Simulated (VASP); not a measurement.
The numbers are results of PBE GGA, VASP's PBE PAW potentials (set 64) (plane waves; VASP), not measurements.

VASP input:

**INCAR**
```
LASPH = .TRUE.
ALGO = Normal   ! blocked Davidson
ISIF = 2   ! forces and stress, cell fixed
PREC = Accurate
GGA = PE   ! PBE
ISMEAR = 0
LWAVE = .FALSE.
EDIFF = 1E-6
LREAL = .FALSE.
SIGMA = 0.05
ENCUT = 400
NELM = 100   ! most electronic steps
LMAXMIX = 6
LCHARG = .FALSE.
SYSTEM = Er2Te3
```

File KPOINTS:
```
Automatic mesh
0
G
  11 11 7
```

**POSCAR**
```
Er2Te3
1
    4.8691550000     0.0000000000     0.0000000000
   -2.4345780000     4.2168120000     0.0000000000
    0.0000000000     0.0000000000     7.5868810000
Er Te
2 3
Direct
  0.3333330000   0.6666670000   0.2467000000
  0.6666670000   0.3333330000   0.7533000000
  0.0000000000   0.0000000000   0.0000000000
  0.3333330000   0.6666670000   0.6470000000
  0.6666670000   0.3333330000   0.3530000000
```

POTCAR, in this order: Er_3 Te (PBE.64 set). Program: vasp_std.

Output

**OSZICAR**
```
       N       E                     dE             d eps       ncg     rms          rms(c)
DAV:   1     0.165992993109E+03    0.16599E+03   -0.13133E+04  7322   0.122E+03
DAV:   2    -0.662074985924E+01   -0.17261E+03   -0.16789E+03  7456   0.436E+02
DAV:   3    -0.236105961441E+02   -0.16990E+02   -0.16563E+02  7408   0.811E+01
DAV:   4    -0.244767907737E+02   -0.86619E+00   -0.86260E+00  8024   0.259E+01
DAV:   5    -0.245090376444E+02   -0.32247E-01   -0.32228E-01  7084   0.334E+00    0.284E+01
DAV:   6    -0.240436622734E+02    0.46538E+00   -0.13661E+00  7472   0.111E+01    0.178E+01
DAV:   7    -0.240672556782E+02   -0.23593E-01   -0.92348E-01  7600   0.940E+00    0.119E+00
DAV:   8    -0.240378993445E+02    0.29356E-01   -0.25797E-01  7408   0.457E+00    0.878E-01
DAV:   9    -0.240392074229E+02   -0.13081E-02   -0.10125E-02  6752   0.743E-01    0.308E-01
DAV:  10    -0.240393923414E+02   -0.18492E-03   -0.10975E-03  7960   0.413E-01    0.987E-02
DAV:  11    -0.240395824311E+02   -0.19009E-03   -0.18141E-04  5472   0.852E-02    0.403E-02
DAV:  12    -0.240396254713E+02   -0.43040E-04   -0.60136E-05  6344   0.557E-02    0.323E-02
DAV:  13    -0.240396323985E+02   -0.69272E-05   -0.10907E-05  5816   0.239E-02    0.673E-03
DAV:  14    -0.240396335444E+02   -0.11459E-05   -0.21955E-06  4472   0.105E-02    0.423E-03
DAV:  15    -0.240396337926E+02   -0.24819E-06   -0.69039E-07  3816   0.828E-03
   1 F= -.24039634E+02 E0= -.24039634E+02  d E =-.557361E-11
```

**OUTCAR**
```
------------------------ aborting loop because EDIFF is reached ----------------------------------------
  FORCE on cell =-STRESS in cart. coord.  units (eV):
  Direction    XX          YY          ZZ          XY          YZ          ZX
  --------------------------------------------------------------------------------------
  Total        3.5623527      3.5623528      4.6782827     -0.0000004     -0.0000000     -0.0000000
  in kB       36.6392336     36.6392349     48.1167113     -0.0000043     -0.0000000     -0.0000000
  external PRESSURE =      40.4650600 kB  Pullay stress =       0.0000000 kB
  volume of cell :      155.78
      direct lattice vectors                 reciprocal lattice vectors
     4.869155000  0.000000000  0.000000000     0.205374444  0.118573013  0.000000000
    -2.434578000  4.216812000  0.000000000     0.000000000  0.237145977  0.000000000
     0.000000000  0.000000000  7.586881000     0.000000000  0.000000000  0.131806470
 POSITION                                       TOTAL-FORCE (eV/Angst)
 -----------------------------------------------------------------------------------
     -0.00000      2.81121      1.87168        -0.000000      0.000000     -0.717976
      2.43458      1.40560      5.71520         0.000000      0.000000      0.717976
      0.00000      0.00000      0.00000        -0.000000      0.000000     -0.000000
     -0.00000      2.81121      4.90871         0.000000     -0.000000     -0.079295
      2.43458      1.40560      2.67817        -0.000000      0.000000      0.079295
 -----------------------------------------------------------------------------------
    total drift:                                0.000000     -0.000000      0.000000
  FREE ENERGIE OF THE ION-ELECTRON SYSTEM (eV)
  ---------------------------------------------------
  free  energy   TOTEN  =       -24.0396337926 eV

  energy  without entropy=      -24.0396337926  energy(sigma->0) =      -24.03963379
```
(Selected blocks of OUTCAR.)

The 4f electrons are frozen in the core of the lanthanide potential, so 4f levels, which can set the real gap, and their magnetism are missing.

The structure was generated: Er2Te3 was put into the A-La2O3 type (P-3m1), which need not be its known phase. The cell was not relaxed at this level. The run is one of a series of settings (KPOINTS 11×11×7 Γ-centred mesh against the base run), some of them coarse on purpose.
